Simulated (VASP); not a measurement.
Input of a VASP 6.6.1 run:

The input INCAR:

```
SYSTEM = Si2Mo
ALGO = Normal
EDIFF = 1E-7
EDIFFG = -0.002
ENCUT = 520
GGA = PE
IBRION = 2
ISIF = 3
ISMEAR = 0
KPAR = 4
LASPH = .True.
LCHARG = .False.
LREAL = .False.
LWAVE = .False.
NELM = 100
NSW = 80
PREC = Accurate
SIGMA = 1.0
```

KPOINTS

```
k-points
0
Gamma
  18 18 18
  0 0 0
```

The input POSCAR:

```
Si2Mo                                   
1.0
   -1.6091866853      1.6091866853      3.9598933070
    1.6091866853     -1.6091866853      3.9598933070
    1.6091866853      1.6091866853     -3.9598933070
  Si              Mo            
     2     1
Direct
     0.3342469209435070    0.3342469209435070    0.0000000000000000
     0.6657530790564931    0.6657530790564931    0.0000000000000000
     0.0000000000000000    0.0000000000000000    0.0000000000000000
```

Potentials or basis: VASP PAW PBE potentials, release 64 (Si, Mo_sv).

The run is started by

```console
$ cat potpaw_PBE.64/Si/POTCAR potpaw_PBE.64/Mo_sv/POTCAR > POTCAR
$ mpirun -np 4 vasp_std > vasp.out
```

Q: What does it give for the band gap on the k mesh?

A: None (metal or under the smearing width).

Final structure:
```xyz
3
Lattice="-1.6092 1.6092 3.9599 1.6092 -1.6092 3.9599 1.6092 1.6092 -3.9599" Properties=species:S:1:pos:R:3 pbc="T T T"
Si    0.0000    0.0000    2.6472
Si    0.0000    0.0000    5.2726
Mo    0.0000    0.0000    0.0000
```

Caveat: the relaxation stopped at its first step, so nothing moved.
